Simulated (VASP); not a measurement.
Here is the system:

```
CELL_PARAMETERS angstrom
      0.00000     2.76273     2.73290
      2.76248     0.00000     2.73290
      2.76248     2.76273     0.00000
ATOMIC_POSITIONS crystal
  Ce 0.00000 0.00000 0.00000
  O  0.25000 0.25000 0.25000
  O  0.73569 0.76431 0.76431
```
Cell charge +0.1.

All values below come from PBE GGA, VASP's PBE PAW potentials (set 64) (plane waves; VASP). Settings: NELECT = 23.9, 520 eV cut-off, 6×6×6 Γ-centred mesh, Gaussian smearing of 0.050 eV, potentials Ce O.

The cell is charged, with a uniform compensating background.

Q: Give the force on each atom (eV/Å).

A: 
| atom | Fx | Fy | Fz |
|---|---|---|---|
| Ce1 | 0.223 | 0.000 | 0.000 |
| O2 | 0.230 | 0.000 | 0.000 |
| O3 | -0.453 | 0.000 | 0.000 |

Q: Give the stress tensor in GPa (positive for a compressed cell).

A: 
```
-7.64   0.00   0.00
 0.00  -7.80   0.04
 0.00   0.04  -5.95
```
The pressure is its mean diagonal, -7.13 GPa.

The compound is CeO2 in the fluorite structure. The cell was not relaxed at this level, atoms are displaced from their ideal sites. The k-mesh is coarse (spacing up to 0.33 per Å, 2π included), so the numbers may not be converged in it. The run is one of a series of settings (NELECT = 23.9 against the base run), some of them coarse on purpose. The run is not spin-polarised, so no magnetic state was tried.
